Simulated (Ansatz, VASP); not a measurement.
# Cross-check of TiTe2 between VASP and Ansatz, part 2 of 2

One calculation is typed for both programs; each brings its own data sets and cutoff. How far apart do they land?  The structure shown is the end of the Ansatz relaxation below.

VASP 6.6.1 and Ansatz 0.2.0.

So far: The starting structure; Ansatz: relaxation, PBE; VASP: single point, PBE; Side by side.

### Step 5. VASP: single point, r2SCAN

Level of this step: r2SCAN, no spin polarisation; plane waves and PAW (Te, Ti_sv) (VASP).

A single point gives forces, pressure and levels at one fixed geometry, so differences don't come from the geometry; what else differs is listed under the comparison.

INCAR reads:

```
SYSTEM = TiTe2
PREC = Accurate
ENCUT = 400
EDIFF = 1E-06
NELM = 100
ISMEAR = -1
SIGMA = 0.02
LREAL = .FALSE.
ALGO = Normal
METAGGA = R2SCAN
LASPH = .TRUE.
NBANDS = 45
LORBIT = 11
LWAVE = .FALSE.
LCHARG = .FALSE.
KPAR = 4
ISIF = 0
```

POSCAR reads:

```
TiTe2
1.0
    5.6655000000      3.2709779500      0.0000000000
   -5.6655000000      3.2709779500      0.0000000000
    0.0000000000      0.0000000000     18.4153488000
Te Ti
6 3
Direct
    0.0008210558      0.3352005531      0.5957122437
    0.6675018210      0.6685398184      0.5957145578
    0.3341632510      0.0018849014      0.5957132524
    0.6674896420      0.0018639566      0.4075667400
    0.0008297869      0.6685430336      0.4075625408
    0.3341582475      0.3352109221      0.4075664814
    0.0008143242      0.0018583375      0.5016389408
    0.6674794782      0.3351966662      0.5016354980
    0.3341394635      0.6685244311      0.5016440851
```

KPOINTS reads:

```
Automatic mesh
0
Gamma
12 12 1
0 0 0
```

The projector-augmented-wave data sets are Te and Ti_sv (PBE family, release 64).

The run is started by

```
$ mpirun -np 4 vasp_std
```

Numbers of over 12 decimals in the logs are rounded to 6 here.

The log of the run:

```text
[banner, memory and clock lines left out]
running    4 mpi-ranks, on    1 nodes
[...]
|                                                                             |
|               ----> ADVICE to this user running VASP <----                  |
|                                                                             |
|     You enforced a specific xc type in the INCAR file but a different       |
|     [... a line on the potential file left out ...]
|     I HOPE YOU KNOW WHAT YOU ARE DOING!                                     |
|                                                                             |

 LDA part: xc-table for (None), standard interpolation
 POSCAR, INCAR and KPOINTS ok, starting setup
[...]
entering main loop
       N       E                     dE             d eps       ncg     rms          rms(c)
DAV:   1     0.382312775331E+03    0.38231E+03   -0.28382E+04  4862   0.107E+03
DAV:   2    -0.143613090553E+03   -0.52593E+03   -0.51680E+03  4967   0.304E+02
DAV:   3    -0.208613571103E+03   -0.65000E+02   -0.64529E+02  5463   0.978E+01
DAV:   4    -0.219041703019E+03   -0.10428E+02   -0.10399E+02  7140   0.311E+01
[...]
DAV:  23    -0.198593021591E+03   -0.41492E-04   -0.40034E-06  3545   0.929E-03    0.753E-03
DAV:  24    -0.198593038461E+03   -0.16871E-04   -0.19604E-06  3020   0.787E-03    0.218E-03
DAV:  25    -0.198593038510E+03   -0.48909E-07   -0.25497E-07  2000   0.274E-03
   1 F= -.19859304E+03 E0= -.19859070E+03  d E =-.467538E-02
```

OUTCAR, selected parts (step 5):

```text
 POSITION                                       TOTAL-FORCE (eV/Angst)
 -----------------------------------------------------------------------------------
     -1.89443      1.09912     10.97025        -0.000000      0.000131     -0.170735
     -0.00588      4.37016     10.97029        -0.000215     -0.000051     -0.170938
      1.88252      1.09921     10.97027         0.000215     -0.000051     -0.170938
      3.77110      2.18944      7.50548         0.000000      0.000130      0.174127
     -3.78293      2.18950      7.50541         0.000027      0.000073      0.174242
     -0.00596      2.18949      7.50548        -0.000027      0.000073      0.174242
     -0.00591      0.00874      9.23786        -0.000070     -0.000193     -0.003250
      1.88255      3.27973      9.23779         0.000070     -0.000193     -0.003250
     -1.89446      3.27969      9.23795        -0.000000      0.000081     -0.003498
 -----------------------------------------------------------------------------------
    total drift:                                0.039442     -0.001481     -0.012203

  FREE ENERGIE OF THE ION-ELECTRON SYSTEM (eV)
  ---------------------------------------------------
  free  energy   TOTEN  =      -198.5930385101 eV

  energy  without entropy=     -198.5883631291  energy(sigma->0) =     -198.59070082

[... 1 part as in an earlier step ...]

[... 2 further parts left out ...]
[key lines of the parts left out:]
E-fermi :  -0.7930
```

### Step 6. Ansatz: single point, r2SCAN

The same cell, functional, mesh and smearing now go to Ansatz, which takes its cutoff from its data sets.

The cell is taken from a series of runs on this material, whose earlier steps may have relaxed or scaled it; both programs get it as it stands.

input.yaml reads:

```yaml
crystal:
  lattice:
    - [5.6655, 3.27097795, 0.0]
    - [-5.6655, 3.27097795, 0.0]
    - [0.0, 0.0, 18.4153488]
  atoms:
    - { symbol: Te, position: [0.0008210558, 0.3352005531, 0.5957122437] }
    - { symbol: Te, position: [0.667501821, 0.6685398184, 0.5957145578] }
    - { symbol: Te, position: [0.334163251, 1.0018849014, 0.5957132524] }
    - { symbol: Ti, position: [0.0008143242, 0.0018583375, 0.5016389408] }
    - { symbol: Ti, position: [0.6674794782, 0.3351966662, 0.501635498] }
    - { symbol: Ti, position: [0.3341394635, 0.6685244311, 0.5016440851] }
    - { symbol: Te, position: [0.667489642, 0.0018639566, 0.40756674] }
    - { symbol: Te, position: [0.0008297869, 0.6685430336, 0.4075625408] }
    - { symbol: Te, position: [0.3341582475, 0.3352109221, 0.4075664814] }
kpoints:
  mp_grid: { grid: [12, 12, 1] }
scf:
  occupations: { method: fermi_dirac, width: 0.02 }
  n_extra_bands: 9
hamiltonian:
  xc: r2scan
  pseudopotentials: { kind: paw }
output:
  forces: true
  write_potential: true
  volumetric_format: []
  eigenstates:
    kpoints:
      - [0.0, 0.0, 0.0]
      - [-0.05, 0.0, 0.0]
      - [-0.1, 0.0, 0.0]
      - [-0.15, 0.0, 0.0]
      - [-0.2, 0.0, 0.0]
      - [-0.25, 0.0, 0.0]
      - [-0.3, 0.0, 0.0]
      - [-0.35, 0.0, 0.0]
      - [-0.4, 0.0, 0.0]
      - [-0.45, 0.0, 0.0]
      - [0.5, 0.0, 0.0]
      - [0.45, 0.0, 0.0]
      - [0.4, 0.0, 0.0]
      - [0.35, 0.0, 0.0]
      - [0.3, 0.0, 0.0]
      - [0.25, 0.0, 0.0]
      - [0.2, 0.0, 0.0]
      - [0.15, 0.0, 0.0]
      - [0.1, 0.0, 0.0]
      - [0.05, 0.0, 0.0]
      - [0.05555556, -0.02777778, 0.0]
      - [0.11111111, -0.05555556, 0.0]
      - [0.16666667, -0.08333333, 0.0]
      - [0.22222222, -0.11111111, 0.0]
      - [0.27777778, -0.13888889, 0.0]
      - [0.33333333, -0.16666667, 0.0]
      - [0.38888889, -0.19444444, 0.0]
      - [0.44444444, -0.22222222, 0.0]
      - [0.5, -0.25, 0.0]
      - [-0.44444444, -0.27777778, 0.0]
      - [-0.38888889, -0.30555556, 0.0]
      - [-0.33333333, -0.33333333, 0.0]
      - [-0.27777778, -0.36111111, 0.0]
      - [-0.22222222, -0.38888889, 0.0]
      - [-0.16666667, -0.41666667, 0.0]
      - [-0.11111111, -0.44444444, 0.0]
      - [-0.05555556, -0.47222222, 0.0]
      - [0.0, -0.5, 0.0]
      - [0.0, -0.45, 0.0]
      - [0.0, -0.4, 0.0]
      - [0.0, -0.35, 0.0]
      - [0.0, -0.3, 0.0]
      - [0.0, -0.25, 0.0]
      - [0.0, -0.2, 0.0]
      - [0.0, -0.15, 0.0]
      - [0.0, -0.1, 0.0]
      - [0.0, -0.05, 0.0]
    e_range: [-4.0, 2.5]
    unfold: { supercell_matrix: [[2, 1, 0], [-1, 1, 0], [0, 0, 1]] }
```

The run is started by

```
$ ansatz run input.yaml --threads 8 --pin off --max-ram 14336MiB --backend cpu --events-out ev --progress --plain --runs-dir out
```

The log of the run:

```text
Warning: the atoms were moved onto the symmetric positions of the space group found under crystal.symmetry.tolerance 1.0e-5 (fractional; no operation is sought that the atoms, as they stand in a round, miss by more than twice it, and no atom is moved by as much as it), and the run uses the moved positions. Before a round's move an operation carried an atom to 7.82e-5 Å from where it should land, the largest such dist [...]
[...]
--- Band table (eV; the first three rows and the last of 43) ---
  k-point 0: bands = [... 62 lower, -1.3703, -1.1743, 0.7936, 0.7936, 1.0169, 1.3576, 1.3576, 1.5362, ... 5 higher]
  k-point 1: bands = [... 62 lower, -1.3680, -1.0050, 0.6234, 0.6573, 0.9487, 1.4334, 1.4461, 1.4503, ... 5 higher]
  k-point 2: bands = [... 62 lower, -1.3659, -0.8143, 0.1417, 0.3706, 0.9233, 1.2517, 1.4093, 1.5631, ... 5 higher]
  k-point 42: bands = [... 62 lower, -1.2655, -0.7029, -0.7028, -0.5044, 0.3202, 0.9977, 0.9978, 1.5331, ... 5 higher]
[key lines of the parts left out:]
SCF converged after 9 iterations
Free energy (F): -49489.280489 eV
Fermi energy:    0.414052 eV
```

### Step 7. Comparison

What differs besides the data sets and the points named for the pairs above, as far as they apply: VASP keeps PBE cores, Ansatz makes them for the functional; the cutoff is 500 eV in Ansatz and 400 eV in VASP. Total energies have different zeros and are not compared.

Forces (eV/Å; atoms numbered as in POSCAR):

| atom | Ansatz x, y, z | VASP x, y, z |
| --- | --- | --- |
| Te1 | 0.000, 0.000, -0.194 | 0.000, 0.000, -0.171 |
| Te2 | 0.000, 0.000, -0.194 | 0.000, 0.000, -0.171 |
| Te3 | 0.000, 0.000, -0.194 | 0.000, 0.000, -0.171 |
| Te4 | 0.000, 0.000, 0.194 | 0.000, 0.000, 0.174 |
| Te5 | 0.000, 0.000, 0.194 | 0.000, 0.000, 0.174 |
| Te6 | 0.000, 0.000, 0.194 | 0.000, 0.000, 0.174 |
| Ti7 | 0.000, 0.000, 0.000 | 0.000, 0.000, -0.003 |
| Ti8 | 0.000, 0.000, 0.000 | 0.000, 0.000, -0.003 |
| Ti9 | 0.000, 0.001, 0.000 | 0.000, 0.000, -0.003 |

The forces differ by 10 meV/Å r.m.s., which is 12.4 % of the r.m.s. force of 0.08 eV/Å (both taken over all components).

### Step 8. Outcome

| Item | Value |
| --- | --- |
| r.m.s. force difference (single point, PBE) | 5.5 meV/Å |
| r.m.s. force difference (single point, r2SCAN) | 10 meV/Å |

In words: The r.m.s. force difference is 10 meV/Å (single point, r2SCAN), within the 12 meV/Å picked in this series as the mark of a large difference. Differences of this kind measure data sets and numerical settings, not the functional's error against experiment.

[Lines on the potential files, build, host, timing and source positions are cut from VASP's logs without a mark.]

[Logs are printed without paths, hosts, clocks, repeated set-up lines and the standing remarks that a program may print on its own settings, such as how far it seeks lower states.]

[Hosts, paths, dates, database ids (printed as entryN), source tags and the programs' standing remarks are cut or masked in the printed files.]
